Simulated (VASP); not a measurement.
Given:

```
CELL_PARAMETERS angstrom
      2.80409     0.00000     0.00000
     -1.40204     2.42841     0.00000
      0.00000     0.00000     5.31518
ATOMIC_POSITIONS crystal
  N  0.00000 0.00000 0.00000
  W  0.33333 0.66667 0.26904
  W  0.66667 0.33333 0.73096
```

Level of theory: PBEsol GGA, VASP's PBE PAW potentials (set 64) (plane waves; VASP). Run with 520 eV cut-off, Gaussian smearing of 0.050 eV, potentials N W_sv.

Unless said otherwise, spin-orbit coupling is left out, though it shifts the bands of the heavy elements here.

Task: What does the run give for the band gap (along the path) with the smallest direct gap where there is one?

Result: 
The band gap (along the path) is none (metal, semimetal or under 0.01 eV).

Total energies compare only between runs with the same potentials, cut-off and functional.

The structure was generated: W2N was put into the CdI2 type (P-3m1), which need not be its known phase. It was relaxed first. The electron count is odd and the run is not spin-polarised, which forces a metal.
